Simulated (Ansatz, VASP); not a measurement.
**V (V(100)) in two plane-wave programs**

Aim: how closely do two programs agree when they are given the same cell, functional and k mesh?

Main program and level: Ansatz 0.2.0; plane waves, with VASP 6.6.1 beside it; single point at LDA.

### Step 1. Set-up

The cell holds 7 atoms: 7 V. Cell: a = 3.020 Å, b = 3.020 Å, c = 27.060 Å, α = 90.0°, β = 90.0°, γ = 90.0°. Vacuum lies along c.

Coordinates:

```cif
data_structure
_symmetry_space_group_name_H-M 'P 1'
_symmetry_Int_Tables_number 1
_cell_length_a 3.0200
_cell_length_b 3.0200
_cell_length_c 27.0600
_cell_angle_alpha 90.000
_cell_angle_beta 90.000
_cell_angle_gamma 90.000
_cell_volume 246.80
loop_
_atom_site_label
_atom_site_type_symbol
_atom_site_fract_x
_atom_site_fract_y
_atom_site_fract_z
_atom_site_occupancy
V1 V 0.00000 0.00000 0.33259 1
V2 V 0.50000 0.50000 0.38840 1
V3 V 0.00000 0.00000 0.44420 1
V4 V 0.50000 0.50000 0.50000 1
V5 V 0.00000 0.00000 0.55580 1
V6 V 0.50000 0.50000 0.61160 1
V7 V 0.00000 0.00000 0.66741 1
```

### Step 2. VASP: single point, LDA

With cell and atoms fixed, the geometry can't cause a difference; cores, projectors, grids and the points listed under the comparison can.

Lines of VASP's logs that name or quote its potential files are left out, and so is its time.

INCAR

```
SYSTEM = V
PREC = Normal
ENCUT = 300
EDIFF = 1E-06
NELM = 120
ISMEAR = -1
SIGMA = 0.1
LREAL = .FALSE.
ALGO = Fast
GGA = CA
NBANDS = 39
ISPIN = 2
MAGMOM = 2 2 2 2 2 2 2
LMAXMIX = 4
LORBIT = 11
LWAVE = .FALSE.
LCHARG = .TRUE.
IDIPOL = 3
LDIPOL = .TRUE.
DIPOL = 0.5 0.5 0.5
LVHAR = .TRUE.
LVACPOTAV = .TRUE.
LELF = .TRUE.
NEDOS = 1500
```

POSCAR

```
V
1.0
    3.0200000000      0.0000000000      0.0000000000
    0.0000000000      3.0200000000      0.0000000000
    0.0000000000      0.0000000000     27.0600000000
V
7
Direct
    0.0000000000      0.0000000000      0.3325942350
    0.5000000000      0.5000000000      0.3883961567
    0.0000000000      0.0000000000      0.4441980783
    0.5000000000      0.5000000000      0.5000000000
    0.0000000000      0.0000000000      0.5558019217
    0.5000000000      0.5000000000      0.6116038433
    0.0000000000      0.0000000000      0.6674057650
```

KPOINTS

```
Automatic mesh
0
Gamma
14 14 1
0 0 0
```

PAW data sets: V (LDA family, release 64).

Launch:

```console
> mpirun -np 2 vasp_std
```

Numbers of over 12 decimals in the logs are rounded to 6 here.

Log:

```text
[banner, memory and clock lines left out]
running    2 mpi-ranks, on    1 nodes
 distrk:  each k-point on    2 cores,    1 groups
 distr:  one band on    1 cores,    2 groups

 POSCAR found type information on POSCAR V
 POSCAR found :  1 types and       7 ions
 LDA part: xc-table for (Slater(with rela. corr.)+CA(PZ))
 , standard interpolation
|                                                                             |
|           W    W    AA    RRRRR   N    N  II  N    N   GGGG   !!!           |
|           W    W   A  A   R    R  NN   N  II  NN   N  G    G  !!!           |
|           W    W  A    A  R    R  N N  N  II  N N  N  G       !!!           |
|           W WW W  AAAAAA  RRRRR   N  N N  II  N  N N  G  GGG   !            |
|           WW  WW  A    A  R   R   N   NN  II  N   NN  G    G                |
|           W    W  A    A  R    R  N    N  II  N    N   GGGG   !!!           |
|                                                                             |
|     The number of bands has been changed from the values supplied in        |
|     The orbitals not found in the WAVECAR file will be initialized with     |
|     random numbers, which is usually adequate. For correlated               |
|     calculations, however, you should redo the groundstate calculation.     |
|     I found NBANDS = 39. Now, NBANDS = 40.                                  |
|                                                                             |

 POSCAR, INCAR and KPOINTS ok, starting setup
 FFT: planning ... GRIDC
 FFT: planning ... GRID_SOFT
 FFT: planning ... GRID
 WAVECAR not read
 entering main loop
       N       E                     dE             d eps       ncg     rms          rms(c)
DAV:   1     0.215002106443E+03    0.21500E+03   -0.80046E+03  5760   0.553E+02
DAV:   2    -0.525364425009E+02   -0.26754E+03   -0.23904E+03  5760   0.178E+02
DAV:   3    -0.755899614503E+02   -0.23054E+02   -0.19824E+02  7016   0.786E+01
DAV:   4    -0.773828905424E+02   -0.17929E+01   -0.17003E+01  7288   0.256E+01
DAV:   5    -0.774719106891E+02   -0.89020E-01   -0.88513E-01  8416   0.508E+00    0.336E+01
RMM:   6    -0.163454980813E+03   -0.85983E+02   -0.16144E+02  9250   0.999E+01    0.798E+01
RMM:   7    -0.623699560641E+02    0.10109E+03   -0.21062E+01  5764   0.395E+01    0.157E+01
RMM:   8    -0.711528299079E+02   -0.87829E+01   -0.16271E+01  5961   0.286E+01    0.282E+01
RMM:   9    -0.649365934068E+02    0.62162E+01   -0.58685E+00  5796   0.196E+01    0.153E+01
RMM:  10    -0.634630484463E+02    0.14735E+01   -0.18476E+00  6653   0.753E+00    0.106E+01
RMM:  11    -0.634879018851E+02   -0.24853E-01   -0.86986E-01  6207   0.610E+00    0.902E+00
RMM:  12    -0.642093119124E+02   -0.72141E+00   -0.74441E-01  6147   0.584E+00    0.102E+01
RMM:  13    -0.639030134647E+02    0.30630E+00   -0.32992E-01  6573   0.352E+00    0.522E+00
RMM:  14    -0.647075501734E+02   -0.80454E+00   -0.49242E-01  7278   0.340E+00    0.436E+00
[...]
RMM:  40    -0.655397321838E+02   -0.41651E-04   -0.10181E-04  7370   0.440E-02    0.274E-02
RMM:  41    -0.655397364626E+02   -0.42787E-05   -0.28549E-05  7134   0.159E-02    0.139E-02
RMM:  42    -0.655397402958E+02   -0.38332E-05   -0.35269E-06  5274   0.851E-03    0.964E-03
RMM:  43    -0.655397435347E+02   -0.32390E-05   -0.13054E-06  4361   0.557E-03    0.508E-03
RMM:  44    -0.655397460917E+02   -0.25570E-05   -0.10195E-06  4233   0.381E-03    0.338E-03
RMM:  45    -0.655397480232E+02   -0.19314E-05   -0.11876E-06  4361   0.395E-03    0.199E-03
RMM:  46    -0.655397500131E+02   -0.19899E-05   -0.25489E-06  5610   0.546E-03    0.101E-03
RMM:  47    -0.655397508242E+02   -0.81110E-06   -0.54070E-07  3775   0.420E-03
|                                                                             |
|           W    W    AA    RRRRR   N    N  II  N    N   GGGG   !!!           |
|           W    W   A  A   R    R  NN   N  II  NN   N  G    G  !!!           |
|           W    W  A    A  R    R  N N  N  II  N N  N  G       !!!           |
|           W WW W  AAAAAA  RRRRR   N  N N  II  N  N N  G  GGG   !            |
|           WW  WW  A    A  R   R   N   NN  II  N   NN  G    G                |
|           W    W  A    A  R    R  N    N  II  N    N   GGGG   !!!           |
|                                                                             |
|     Did not find any points to average over, which means that no vacuum     |
|     field-free region was found. Please increase the size of  your cell     |
|     in the dimension of the dipole correction to obtain accurate            |
|     workfunction values.                                                    |
|                                                                             |

   1 F= -.65539751E+02 E0= -.65343734E+02  d E =-.392033E+00  mag=     0.0002
```

Parts of OUTCAR (step 2):

```text
ion  position               nearest neighbor table
   1  0.000  0.000  0.333-   2 2.62   2 2.62   2 2.62   2 2.62   3 3.02
   2  0.500  0.500  0.388-   3 2.62   3 2.62   3 2.62   3 2.62   1 2.62   1 2.62   1 2.62   1 2.62
                             4 3.02
   3  0.000  0.000  0.444-   2 2.62   2 2.62   2 2.62   2 2.62   4 2.62   4 2.62   4 2.62   4 2.62
                             1 3.02   5 3.02
   4  0.500  0.500  0.500-   3 2.62   5 2.62   3 2.62   5 2.62   3 2.62   5 2.62   3 2.62   5 2.62
                             2 3.02   6 3.02
   5  0.000  0.000  0.556-   6 2.62   6 2.62   6 2.62   6 2.62   4 2.62   4 2.62   4 2.62   4 2.62
                             7 3.02   3 3.02
   6  0.500  0.500  0.612-   5 2.62   5 2.62   5 2.62   5 2.62   7 2.62   7 2.62   7 2.62   7 2.62
                             4 3.02
   7  0.000  0.000  0.667-   6 2.62   6 2.62   6 2.62   6 2.62   5 3.02

  LATTYP: Found a simple tetragonal cell.
 ALAT       =     3.0200000000
 C/A-ratio  =     8.9602649007

 Subroutine GETGRP returns: Found 16 space group operations
 (whereof 16 operations were pure point group operations)

The static configuration has the point symmetry D_4h.

 Found     36 irreducible k-points:

   k-points           NKPTS =     36   k-points in BZ     NKDIM =     36   number of bands    NBANDS=     40

   dimension x,y,z NGX =    14 NGY =   14 NGZ =  120
   dimension x,y,z NGXF=    28 NGYF=   28 NGZF=  240

   ENCUT  =  300.0 eV  22.05 Ry    4.70 a.u.   4.27  4.27 38.22*2*pi/ulx,y,z

   NELECT =      35.0000    total number of electrons

 k-points in reciprocal lattice and weights: Automatic mesh
   0.00000000  0.00000000  0.00000000       0.005
   0.07142857  0.00000000  0.00000000       0.020
   0.14285714  0.00000000  0.00000000       0.020
   0.21428571  0.00000000  0.00000000       0.020
   0.28571429  0.00000000  0.00000000       0.020
   0.35714286  0.00000000  0.00000000       0.020
   0.42857143  0.00000000  0.00000000       0.020
   0.50000000  0.00000000  0.00000000       0.010
   0.07142857  0.07142857  0.00000000       0.020
[...]
0.50000000  0.42857143  0.00000000       0.020
   0.50000000  0.50000000  0.00000000       0.005

 dipolmoment           0.000000      0.000000     -0.000000 electrons x Angstroem

 average (electrostatic) potential at core
       1 -46.2575       2 -45.7703       3 -45.6805       4 -45.6648       5 -45.6805
       6 -45.7703       7 -46.2575

 E-fermi :  -0.0217

 spin component 1
 k-point     1 :       0.0000    0.0000    0.0000
  band No.  band energies     occupation
    ...
      7      -2.4971      1.00000
      8      -2.4406      1.00000
      9      -2.4219      1.00000
     10      -1.7151      1.00000
     11      -0.7785      0.99948
     12      -0.0198      0.49520
     13      -0.0013      0.44902
     14       0.1848      0.11250
     15       0.1848      0.11250
     16       0.2132      0.08709
    ...

 k-point     2 :       0.0714    0.0000    0.0000
  band No.  band energies     occupation
    ...
      9      -2.3805      1.00000
     10      -1.6945      1.00000
     11      -0.8092      0.99962
     12      -0.0764      0.63328
     13      -0.0365      0.53680
     14       0.0209      0.39510
     15       0.0736      0.27823
     16       0.1285      0.18206
     17       0.2067      0.09239
     18       0.2182      0.08325
    ...

 k-point     3 :       0.1429    0.0000    0.0000
  band No.  band energies     occupation
    ...
     12      -0.2749      0.92635
     13      -0.1666      0.80980
     14      -0.1363      0.75870
     15      -0.1322      0.75109
     16      -0.0354      0.53408
     17       0.0613      0.30368
     18       0.1416      0.16336
     19       0.1772      0.12037
     20       0.5172      0.00455
     21       0.5444      0.00347
    ...

 k-point     4 :       0.2143    0.0000    0.0000
  band No.  band energies     occupation
    ...
     14      -0.3961      0.97689
     15      -0.2404      0.89907
     16      -0.1661      0.80900
     17      -0.0615      0.59820
     18      -0.0419      0.55014
     19       0.1554      0.14534
     20       0.4151      0.01251
     21       0.4927      0.00580
     22       0.8270      0.00021
     23       0.8271      0.00021
    ...

 k-point     5 :       0.2857    0.0000    0.0000
  band No.  band energies     occupation
    ...
     13      -0.5031      0.99195
     14      -0.3918      0.97589
     15      -0.3358      0.95855
     16      -0.3135      0.94871
     17      -0.1655      0.80811
     18      -0.0038      0.45539
     19       0.1799      0.11752
     20       0.2436      0.06577
     21       0.3802      0.01765
     22       1.0739      0.00002
    ...

 k-point     6 :       0.3571    0.0000    0.0000
  band No.  band energies     occupation
    ...
     12      -0.5173      0.99300
     13      -0.4744      0.98929
     14      -0.4611      0.98779
     15      -0.4551      0.98705
     16      -0.2712      0.92374
     17       0.1085      0.21380
     18       0.1093      0.21241
     19       0.1493      0.15307
     20       0.2329      0.07270
     21       0.4115      0.01296
    ...

  Total      -15.5935501    -15.5935501    -12.5706384      0.0000000      0.0000000     -0.0000000
  in kB     -101.2310881   -101.2310881    -81.6067796      0.0000000      0.0000000     -0.0000000
  external PRESSURE =     -94.6896520 kB  Pullay stress =       0.0000000 kB

  energy-cutoff  :      300.00
  volume of cell :      246.80
      direct lattice vectors                 reciprocal lattice vectors
     3.020000000  0.000000000  0.000000000     0.331125828  0.000000000  0.000000000
     0.000000000  3.020000000  0.000000000     0.000000000  0.331125828  0.000000000
     0.000000000  0.000000000 27.060000000     0.000000000  0.000000000  0.036954915

 POSITION                                       TOTAL-FORCE (eV/Angst)
 -----------------------------------------------------------------------------------
      0.00000      0.00000      9.00000         0.000000     -0.000000      1.900471
      1.51000      1.51000     10.51000         0.000000      0.000000     -0.639117
      0.00000      0.00000     12.02000         0.000000     -0.000000     -0.286105
      1.51000      1.51000     13.53000         0.000000     -0.000000      0.000000
      0.00000      0.00000     15.04000        -0.000000     -0.000000      0.286105
      1.51000      1.51000     16.55000        -0.000000      0.000000      0.639117
      0.00000      0.00000     18.06000         0.000000     -0.000000     -1.900471
 -----------------------------------------------------------------------------------
    total drift:                                0.000000      0.000000     -0.000000

  FREE ENERGIE OF THE ION-ELECTRON SYSTEM (eV)
  ---------------------------------------------------
  free  energy   TOTEN  =       -65.5397508242 eV

  energy  without entropy=      -65.1477173686  energy(sigma->0) =      -65.34373410

 vacuum level on the upper side and lower side of the slab         4.055         4.055

 total charge
# of ion       s       p       d       tot
------------------------------------------
    1        0.509   0.370   3.357   4.236
    2        0.563   0.628   3.504   4.694
    3        0.561   0.636   3.516   4.713
    4        0.564   0.637   3.512   4.713
    5        0.561   0.636   3.516   4.713
    6        0.563   0.628   3.504   4.694
    7        0.509   0.370   3.357   4.236
--------------------------------------------------
tot          3.828   3.905  24.267  32.000

 magnetization (x)
# of ion       s       p       d       tot
------------------------------------------
    1       -0.000   0.000  -0.000  -0.000
    2        0.000   0.000   0.000   0.000
    3        0.000   0.000  -0.000  -0.000
    4       -0.000  -0.000  -0.000  -0.000
    5        0.000   0.000  -0.000  -0.000
    6        0.000   0.000   0.000   0.000
    7       -0.000   0.000  -0.000  -0.000
--------------------------------------------------
tot         -0.000   0.000  -0.000  -0.000

[... 6 further parts left out ...]
```

The moments of VASP's start collapse, so its state is non-magnetic. The data set V keeps the semicore shell frozen, which is cheaper and a little less accurate.

[end of part 1 of 2]

[Lines on the potential files, build, host, timing and source positions are cut from VASP's logs without a mark.]

[Logs are printed without paths, hosts, clocks, repeated set-up lines and the standing remarks that a program may print on its own settings, such as how far it seeks lower states.]

[Hosts, paths, dates, database ids (printed as entryN), source tags and the programs' standing remarks are cut or masked in the printed files.]
